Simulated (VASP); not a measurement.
GaSn in VASP: the effect of target pressure

GaSn:

```
CELL_PARAMETERS angstrom
0.00000 2.90288 3.09822
2.72925 0.00000 3.09822
2.72925 2.90288 0.00000
ATOMIC_POSITIONS crystal
Ga 0.50000 0.50000 0.50000
Sn 0.00000 0.00000 0.00000
```

The cell was built by a generator and needn't be a form met in nature.

Alike in all runs:

```yaml
Program: VASP 6.6.1
Task: relaxation of cell and atoms
Functional: PBEsol
Potentials_or_basis: VASP PAW PBE potentials, release 64 (Ga_d, Sn_d)
Cutoff: 600 eV
k_mesh: 8 × 8 × 8
Occupations: fermi-dirac, width 0.05 eV
Spin: no spin polarisation
```

Each run relaxes the cell or the atoms first.

```tsv
target pressure	target pressure	relaxed volume (Å³/atom)
0 GPa	-	23.09
2 GPa	2 GPa	?
5 GPa	5 GPa	21.46
10 GPa	10 GPa	20.27
20 GPa	20 GPa	18.62
30 GPa	30 GPa	17.52
```

Task: What does the run with target pressure 2 GPa give?

Result: Relaxed volume 22.36 Å³/atom.

Worked out: In Murnaghan's law V^(-B') rises as a straight line in P. The other rows fit best with B' = 4.2, V0 = 23.10 Å³/atom and B0 = 57 GPa, which gives 22.36 Å³/atom at 2 GPa, against the run's 22.36.

Caveats: the PAW data sets were made with another functional, which shifts forces and pressure a little; the cell is relaxed towards a set pressure, so the enthalpy falls and the energy may rise (some runs); the volume moved by over 15 % at a fixed basis, so the end points are rough (some runs).
